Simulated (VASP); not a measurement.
Level of theory: PBE GGA, VASP's PBE PAW potentials (set 64) (plane waves; VASP 6.6.1).

The input files of a VASP run:

File KPOINTS:
```
K-points
0
gamma
  1 1 1
0 0 0
```

### POSCAR
```
Mg53Si27
1
    0.0000000000     9.5407245528     9.5407245528
    9.5407245528     0.0000000000     9.5407245528
    9.5407245528     9.5407245528     0.0000000000
Mg Si
53 27
Direct
  0.0833330000   0.0833330000   0.0833330000
  0.2500000000   0.2500000000   0.2500000000
  0.0833330000   0.0833330000   0.4166670000
  0.2500000000   0.2500000000   0.5833330000
  0.0833330000   0.0833330000   0.7500000000
  0.2500000000   0.2500000000   0.9166670000
  0.0833330000   0.4166670000   0.0833330000
  0.2500000000   0.5833330000   0.2500000000
  0.0833330000   0.4166670000   0.4166670000
  0.0851000000   0.4106040000   0.7516120000
  0.2500000000   0.5833330000   0.9166670000
  0.0833330000   0.7500000000   0.0833330000
  0.2500000000   0.9166670000   0.2500000000
  0.0848940000   0.7500610000   0.4200380000
  0.2500000000   0.9166670000   0.5833330000
  0.0841610000   0.7454250000   0.7515310000
  0.2500000000   0.9166670000   0.9166670000
  0.4166670000   0.0833330000   0.0833330000
  0.5833330000   0.2500000000   0.2500000000
  0.4166670000   0.0833330000   0.4166670000
  0.5833330000   0.2500000000   0.5833330000
  0.4166670000   0.0833330000   0.7500000000
  0.5833330000   0.2500000000   0.9166670000
  0.4166670000   0.4166670000   0.0833330000
  0.5833330000   0.5833330000   0.2500000000
  0.4134540000   0.4225380000   0.4147620000
  0.5833330000   0.5833330000   0.5833330000
  0.4189460000   0.4160110000   0.7466030000
  0.5833330000   0.5833330000   0.9166670000
  0.4166670000   0.7500000000   0.0833330000
  0.5833330000   0.9166670000   0.2500000000
  0.4197730000   0.7503740000   0.4173400000
  0.5833330000   0.9166670000   0.5833330000
  0.4166670000   0.7500000000   0.7500000000
  0.5833330000   0.9166670000   0.9166670000
  0.7500000000   0.0833330000   0.0833330000
  0.9166670000   0.2500000000   0.2500000000
  0.7500000000   0.0833330000   0.4166670000
  0.9166670000   0.2500000000   0.5833330000
  0.7500000000   0.0833330000   0.7500000000
  0.9166670000   0.2500000000   0.9166670000
  0.7500000000   0.4166670000   0.0833330000
  0.9166670000   0.5833330000   0.2500000000
  0.7500000000   0.4166670000   0.4166670000
  0.9166670000   0.5833330000   0.5833330000
  0.7500000000   0.4166670000   0.7500000000
  0.9166670000   0.5833330000   0.9166670000
  0.7500000000   0.7500000000   0.0833330000
  0.9166670000   0.9166670000   0.2500000000
  0.7500000000   0.7500000000   0.4166670000
  0.9166670000   0.9166670000   0.5833330000
  0.7500000000   0.7500000000   0.7500000000
  0.9166670000   0.9166670000   0.9166670000
  0.0000000000   0.0000000000   0.0000000000
  0.0000000000   0.0000000000   0.3333330000
  0.0000000000   0.0000000000   0.6666670000
  0.0000000000   0.3333330000   0.0000000000
  0.0000000000   0.3333330000   0.3333330000
  0.0000000000   0.3333330000   0.6666670000
  0.0000000000   0.6666670000   0.0000000000
  0.0000000000   0.6666670000   0.3333330000
  0.9997080000   0.6711660000   0.6664040000
  0.3333330000   0.0000000000   0.0000000000
  0.3333330000   0.0000000000   0.3333330000
  0.3333330000   0.0000000000   0.6666670000
  0.3333330000   0.3333330000   0.0000000000
  0.3333330000   0.3333330000   0.3333330000
  0.3342990000   0.3284020000   0.6703300000
  0.3333330000   0.6666670000   0.0000000000
  0.3330050000   0.6641040000   0.3357900000
  0.3328450000   0.6718920000   0.6635860000
  0.6666670000   0.0000000000   0.0000000000
  0.6666670000   0.0000000000   0.3333330000
  0.6666670000   1.0000000000   0.6666670000
  0.6666670000   0.3333330000   0.0000000000
  0.6666670000   0.3333330000   0.3333330000
  0.6666670000   0.3333330000   0.6666670000
  0.6666670000   0.6666670000   0.0000000000
  0.6666670000   0.6666670000   0.3333330000
  0.6666670000   0.6666670000   0.6666670000
```

### INCAR
```
# general
SYSTEM = Mg53Si27
PREC   = Normal
ENCUT  = 400
LREAL  = Auto
LASPH  = .TRUE.
ISYM   = 0

# electronic loop
EDIFF  = 1E-5
NELM   = 100
NELMIN = 4
ALGO   = Fast

# smearing
ISMEAR = 0
SIGMA  = 0.05

# functional
GGA    = PE

# ions
IBRION = 2
NSW    = 60
ISIF   = 2
EDIFFG = -0.03

# output
LWAVE  = .FALSE.
LCHARG = .FALSE.
```

POTCAR, in this order: Mg Si (PBE.64 set). Program: vasp_gam.

Question: What will the output report for the number of irreducible k-points (NKPTS), largest plane-wave count, FFT grid (NGX, NGY, NGZ)?

Answer: 
```yaml
number of irreducible k-points (NKPTS): 1
largest_plane_wave_count: 15708
FFT grid (NGX, NGY, NGZ): 70 × 70 × 70
```

The cell is a supercell with a defect, built from a database entry that may be metastable or hypothetical: vac_Mg. The run is not spin-polarised, so no state with unpaired spins was tried.
